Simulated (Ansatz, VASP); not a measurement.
# Ni (Ni(110)) in two plane-wave programs, part 2 of 2

Wanted: the spread between two codes on one cell, functional and k mesh. The cell is taken from a series of runs on this material, whose earlier steps may have relaxed, scaled, displaced or heated it; both programs get it as it stands.

VASP 6.6.1 and Ansatz 0.2.0.

So far: Starting point; Ansatz: single point, PBE.

## Step 3: VASP: single point, PBE

Level of this step: PBE, spin-polarised from a ferromagnetic start; plane waves and PAW (Ni) (VASP).

The same cell, functional, mesh and smearing now go to VASP, with its own data sets.

Lines of VASP's logs that name or quote its potential files are left out, and so is its time.

INCAR reads:

```
SYSTEM = Ni
PREC = Accurate
ENCUT = 520
EDIFF = 1E-06
NELM = 200
ISMEAR = -1
SIGMA = 0.1
LREAL = .FALSE.
ALGO = Normal
GGA = PE
NBANDS = 72
ISPIN = 2
MAGMOM = 0.8 0.69 0.69 0.65 0.67 0.67 0.65 0.69 0.69 0.8
LASPH = .TRUE.
LMAXMIX = 4
LORBIT = 11
LWAVE = .FALSE.
LCHARG = .FALSE.
ISIF = 2
LDIPOL = .TRUE.
IDIPOL = 3
DIPOL = 0.5 0.5 0.5
LVHAR = .TRUE.
GGA_COMPAT = .FALSE.
NELMDL = -8
KPAR = 2
```

POSCAR reads:

```
Ni
1.0
    3.5200000000      0.0000000000      0.0000000000
    0.0000000000      2.4890158698      0.0000000000
    0.0000000000      0.0000000000     29.2005714140
Ni
10
Direct
    0.5000000000      0.5000000000      0.3082131467
    0.0000000000      0.0000000000      0.3508324474
    0.5000000000      0.5000000000      0.3934517481
    0.0000000000      0.0000000000      0.4360710489
    0.5000000000      0.5000000000      0.4786903496
    0.0000000000      0.0000000000      0.5213096504
    0.5000000000      0.5000000000      0.5639289511
    0.0000000000      0.0000000000      0.6065482519
    0.5000000000      0.5000000000      0.6491675526
    0.0000000000      0.0000000000      0.6917868533
```

KPOINTS reads:

```
Automatic mesh
0
Gamma
12 16 1
0 0 0
```

The projector-augmented-wave data sets are Ni (PBE family, release 64).

The run is started by

```bash
mpirun -np 2 vasp_std
```

Numbers of over 12 decimals in the logs are rounded to 6 here.

The log of the run:

```text
[banner, memory and clock lines left out]
running    2 mpi-ranks, on    1 nodes
 distrk:  each k-point on    1 cores,    2 groups
 distr:  one band on    1 cores,    1 groups

 POSCAR found type information on POSCAR Ni
 POSCAR found :  1 types and      10 ions
 LDA part: xc-table for (Slater+PW92), standard interpolation
 POSCAR, INCAR and KPOINTS ok, starting setup
 FFT: planning ... GRIDC
 FFT: planning ... GRID_SOFT
 FFT: planning ... GRID
 WAVECAR not read
 entering main loop
       N       E                     dE             d eps       ncg     rms          rms(c)
DAV:   1     0.770242257654E+03    0.77024E+03   -0.44037E+04 18144   0.159E+03
DAV:   2     0.122821569260E+02   -0.75796E+03   -0.71307E+03 18144   0.345E+02
DAV:   3    -0.602576379735E+02   -0.72540E+02   -0.65631E+02 19440   0.143E+02
DAV:   4    -0.622120281686E+02   -0.19544E+01   -0.19421E+01 19896   0.266E+01
DAV:   5    -0.622493939234E+02   -0.37366E-01   -0.37364E-01 27128   0.241E+00
DAV:   6    -0.622497661243E+02   -0.37220E-03   -0.37220E-03 26344   0.263E-01
DAV:   7    -0.622497757841E+02   -0.96598E-05   -0.96598E-05 26672   0.368E-02
DAV:   8    -0.622497760585E+02   -0.27447E-06   -0.27455E-06 15912   0.593E-03    0.307E+01
DAV:   9    -0.798156474298E+02   -0.17566E+02   -0.11571E+02 21168   0.177E+02    0.557E+01
DAV:  10    -0.699015630387E+02    0.99141E+01   -0.98502E+01 21776   0.137E+02    0.448E+01
DAV:  11    -0.641579131783E+02    0.57436E+01   -0.40390E+01 21872   0.105E+02    0.505E+01
DAV:  12    -0.578536868500E+02    0.63042E+01   -0.49356E+01 22200   0.693E+01    0.265E+01
DAV:  13    -0.613643928933E+02   -0.35107E+01   -0.25373E+01 21288   0.855E+01    0.408E+01
DAV:  14    -0.529700043380E+02    0.83944E+01   -0.20510E+01 22176   0.504E+01    0.198E+01
[...]
DAV:  46    -0.524422173303E+02   -0.94937E-04   -0.32743E-06 14384   0.131E-02    0.263E-02
DAV:  47    -0.524423667938E+02   -0.14946E-03   -0.27452E-06 13328   0.263E-02    0.829E-03
DAV:  48    -0.524425674259E+02   -0.20063E-03   -0.19225E-06 13480   0.111E-02    0.565E-03
DAV:  49    -0.524426451609E+02   -0.77735E-04   -0.85516E-07 13184   0.604E-03    0.502E-03
DAV:  50    -0.524426667439E+02   -0.21583E-04   -0.12312E-07 12400   0.367E-03    0.481E-03
DAV:  51    -0.524426819078E+02   -0.15164E-04   -0.44425E-08 12080   0.276E-03    0.471E-03
DAV:  52    -0.524426837340E+02   -0.18262E-05   -0.80731E-08 12192   0.458E-03    0.868E-04
DAV:  53    -0.524426844506E+02   -0.71654E-06   -0.33486E-08 11808   0.176E-03
   1 F= -.52442684E+02 E0= -.52148594E+02  d E =-.588181E+00  mag=     6.5343
```

From OUTCAR (step 3):

```text
ion  position               nearest neighbor table
   1  0.500  0.500  0.308-   3 2.49   2 2.49   2 2.49   2 2.49   2 2.49
   2  0.000  0.000  0.351-   3 2.49   3 2.49   3 2.49   3 2.49   1 2.49   1 2.49   1 2.49   1 2.49
                             4 2.49
   3  0.500  0.500  0.393-   1 2.49   2 2.49   2 2.49   2 2.49   2 2.49   5 2.49   4 2.49   4 2.49
                             4 2.49   4 2.49
   4  0.000  0.000  0.436-   5 2.49   5 2.49   5 2.49   5 2.49   2 2.49   6 2.49   3 2.49   3 2.49
                             3 2.49   3 2.49
   5  0.500  0.500  0.479-   4 2.49   4 2.49   4 2.49   4 2.49   7 2.49   3 2.49   6 2.49   6 2.49
                             6 2.49   6 2.49
   6  0.000  0.000  0.521-   7 2.49   7 2.49   7 2.49   7 2.49   8 2.49   4 2.49   5 2.49   5 2.49
                             5 2.49   5 2.49
   7  0.500  0.500  0.564-   6 2.49   6 2.49   6 2.49   6 2.49   9 2.49   5 2.49   8 2.49   8 2.49
                             8 2.49   8 2.49
   8  0.000  0.000  0.607-  10 2.49   9 2.49   9 2.49   9 2.49   9 2.49   6 2.49   7 2.49   7 2.49
                             7 2.49   7 2.49
   9  0.500  0.500  0.649-   8 2.49   8 2.49   8 2.49   8 2.49  10 2.49  10 2.49  10 2.49  10 2.49
                             7 2.49
  10  0.000  0.000  0.692-   8 2.49   9 2.49   9 2.49   9 2.49   9 2.49

  LATTYP: Found a simple orthorhombic cell.
 ALAT       =     2.4890158698
 B/A-ratio  =     1.4142135624
 C/A-ratio  =    11.7317738984

 Subroutine GETGRP returns: Found  8 space group operations
 (whereof  4 operations were pure point group operations)

The static configuration has the point symmetry C_2v.
 The point group associated with its full space group is D_2h.

 Found     63 irreducible k-points:

   k-points           NKPTS =     63   k-points in BZ     NKDIM =     63   number of bands    NBANDS=     72

   dimension x,y,z NGX =    28 NGY =   20 NGZ =  224
   dimension x,y,z NGXF=    56 NGYF=   40 NGZF=  448

   ENCUT  =  520.0 eV  38.22 Ry    6.18 a.u.   6.54  4.63 54.29*2*pi/ulx,y,z

   NELECT =     100.0000    total number of electrons

 k-points in reciprocal lattice and weights: Automatic mesh
   0.00000000  0.00000000  0.00000000       0.005
   0.08333333  0.00000000  0.00000000       0.010
   0.16666667  0.00000000  0.00000000       0.010
   0.25000000  0.00000000  0.00000000       0.010
   0.33333333  0.00000000  0.00000000       0.010
   0.41666667  0.00000000  0.00000000       0.010
   0.50000000  0.00000000  0.00000000       0.005
   0.00000000  0.06250000  0.00000000       0.010
   0.08333333  0.06250000  0.00000000       0.021
[...]
0.41666667  0.50000000  0.00000000       0.010
   0.50000000  0.50000000  0.00000000       0.005

 dipolmoment           0.000000      0.000000     -0.000000 electrons x Angstroem

 average (electrostatic) potential at core
       1 -89.5753       2 -89.8889       3 -89.9418       4 -89.9069       5 -89.9362
       6 -89.9362       7 -89.9069       8 -89.9418       9 -89.8889      10 -89.5753

 E-fermi :   1.4405

 spin component 1
 k-point     1 :       0.0000    0.0000    0.0000
  band No.  band energies     occupation
    ...
     51       0.8209      0.99797
     52       0.8619      0.99694
     53       0.8943      0.99577
     54       0.9697      0.99106
     55       0.9873      0.98935
     56       1.9182      0.00835
     57       3.2403      0.00000
     58       4.4073      0.00000
     59       4.7567      0.00000
     60       5.6383      0.00000
    ...

 k-point     2 :       0.0833    0.0000    0.0000
  band No.  band energies     occupation
    ...
     51       0.8082      0.99821
     52       0.8357      0.99764
     53       0.9128      0.99492
     54       0.9460      0.99293
     55       0.9838      0.98972
     56       1.9229      0.00797
     57       3.2596      0.00000
     58       3.9125      0.00000
     59       4.7827      0.00000
     60       5.0668      0.00000
    ...

 k-point     3 :       0.1667    0.0000    0.0000
  band No.  band energies     occupation
    ...
     51       0.8214      0.99795
     52       0.8356      0.99764
     53       0.9080      0.99515
     54       0.9182      0.99464
     55       0.9759      0.99049
     56       1.9415      0.00662
     57       2.8471      0.00000
     58       3.3064      0.00000
     59       3.9020      0.00000
     60       4.7317      0.00000
    ...

 k-point     4 :       0.2500    0.0000    0.0000
  band No.  band energies     occupation
    ...
     51       0.8181      0.99802
     52       0.8458      0.99739
     53       0.8992      0.99556
     54       0.9062      0.99524
     55       0.9650      0.99146
     56       1.7415      0.04695
     57       1.9855      0.00427
     58       2.6987      0.00000
     59       3.3265      0.00000
     60       3.7124      0.00000
    ...

 k-point     5 :       0.3333    0.0000    0.0000
  band No.  band energies     occupation
    ...
     52       0.8384      0.99758
     53       0.8880      0.99603
     54       0.8905      0.99593
     55       0.9023      0.99542
     56       0.9387      0.99342
     57       1.6959      0.07216
     58       2.0369      0.00256
     59       2.5328      0.00002
     60       3.0074      0.00000
     61       3.9874      0.00000
    ...

 k-point     6 :       0.4167    0.0000    0.0000
  band No.  band energies     occupation
    ...
     53       0.8375      0.99760
     54       0.8717      0.99662
     55       0.8764      0.99646
     56       0.9081      0.99515
     57       0.9931      0.98872
     58       1.5732      0.20960
     59       1.9663      0.00518
     60       2.1136      0.00119
     61       3.6059      0.00000
     62       3.6646      0.00000
    ...

  Total       -3.1189414     -2.7084377     -1.7896796      0.0000000      0.0000000      0.0000000
  in kB      -19.5324231    -16.9616363    -11.2078983      0.0000000      0.0000000      0.0000000
  external PRESSURE =     -15.9006526 kB  Pullay stress =       0.0000000 kB

  energy-cutoff  :      520.00
  volume of cell :      255.84
      direct lattice vectors                 reciprocal lattice vectors
     3.520000000  0.000000000  0.000000000     0.284090909  0.000000000  0.000000000
     0.000000000  2.489015870  0.000000000     0.000000000  0.401765217  0.000000000
     0.000000000  0.000000000 29.200571414     0.000000000  0.000000000  0.034245905

 POSITION                                       TOTAL-FORCE (eV/Angst)
 -----------------------------------------------------------------------------------
      1.76000      1.24451      9.00000         0.000000      0.000000      0.599643
      0.00000      0.00000     10.24451         0.000000      0.000000     -0.477721
      1.76000      1.24451     11.48902         0.000000      0.000000     -0.163073
      0.00000      0.00000     12.73352         0.000000      0.000000      0.093735
      1.76000      1.24451     13.97803         0.000000      0.000000     -0.073048
      0.00000      0.00000     15.22254         0.000000      0.000000      0.073048
      1.76000      1.24451     16.46705         0.000000      0.000000     -0.093735
      0.00000      0.00000     17.71156         0.000000      0.000000      0.163073
      1.76000      1.24451     18.95606         0.000000      0.000000      0.477721
      0.00000      0.00000     20.20057         0.000000      0.000000     -0.599643
 -----------------------------------------------------------------------------------
    total drift:                                0.000000      0.000000     -0.000000

  FREE ENERGIE OF THE ION-ELECTRON SYSTEM (eV)
  ---------------------------------------------------
  free  energy   TOTEN  =       -52.4426844506 eV

  energy  without entropy=      -51.8545036546  energy(sigma->0) =      -52.14859405

 vacuum level on the upper side and lower side of the slab         5.941         5.941

 total charge
# of ion       s       p       d       tot
------------------------------------------
    1        0.462   0.291   8.320   9.073
    2        0.490   0.465   8.300   9.255
    3        0.495   0.492   8.314   9.301
    4        0.496   0.494   8.317   9.308
    5        0.497   0.496   8.313   9.305
    6        0.497   0.496   8.313   9.305
    7        0.496   0.494   8.317   9.308
    8        0.495   0.492   8.314   9.301
    9        0.490   0.465   8.300   9.255
   10        0.462   0.291   8.320   9.073
--------------------------------------------------
tot          4.880   4.478  83.127  92.486

 magnetization (x)
# of ion       s       p       d       tot
------------------------------------------
    1        0.000  -0.015   0.788   0.773
    2       -0.007  -0.025   0.680   0.648
    3       -0.006  -0.024   0.680   0.650
    4       -0.006  -0.024   0.645   0.615
    5       -0.006  -0.024   0.666   0.635
    6       -0.006  -0.024   0.666   0.635
    7       -0.006  -0.024   0.645   0.615
    8       -0.006  -0.024   0.680   0.650
    9       -0.007  -0.025   0.680   0.648
   10        0.000  -0.015   0.788   0.773
--------------------------------------------------
tot         -0.052  -0.224   6.917   6.641

[... 6 further parts left out ...]
```

## Step 4: Differences

Known differences besides the potentials themselves: VASP starts from the moments at which Ansatz ended; the data sets hold 180 valence electrons in Ansatz (on its default PAW (the set named soft_2) files) and 100 in VASP; the cutoff is 420 eV in Ansatz and 520 eV in VASP; site moments are counted in spheres of each program's own size. Total energies have different zeros and are not compared.

The two programs side by side:

```tsv
quantity	Ansatz	VASP	difference
total moment (μB)	6.66	6.53	+0.12
moment on Ni1 (μB)	0.80	0.77	+0.03
moment on Ni10 (μB)	0.80	0.77	+0.03
moment on Ni8 (μB)	0.69	0.65	+0.04
moment on Ni3 (μB)	0.69	0.65	+0.04
moment on Ni9 (μB)	0.69	0.65	+0.04
moment on Ni2 (μB)	0.69	0.65	+0.04
moment on Ni6 (μB)	0.68	0.64	+0.04
moment on Ni5 (μB)	0.68	0.64	+0.04
work function, lower of the two faces (eV)	4.51	4.50	+0.01
work function, higher of the two faces (eV)	4.51	4.50	+0.01
```

With vacuum in the cell, a pressure given here is an average over mostly empty space and none of the material.

## Step 5: Results

```yaml
difference_in_work_function_higher_of_the_two_faces_single_point_pbe: 0.0074 eV
```

What this shows: The difference in work function, higher of the two faces is 0.0074 eV (single point, PBE). The data sets hold unlike numbers of valence electrons (180 in Ansatz and 100 in VASP), so part of the differences comes from the potentials. Such differences can come from data sets, numerical settings and the points named under the comparisons, not from the functional's error against experiment.

[Lines on the potential files, build, host, timing and source positions are cut from VASP's logs without a mark.]

[Logs are printed without paths, hosts, clocks, repeated set-up lines and the standing remarks that a program may print on its own settings, such as how far it seeks lower states.]

[Hosts, paths, dates, database ids (printed as entryN), source tags and the programs' standing remarks are cut or masked in the printed files.]
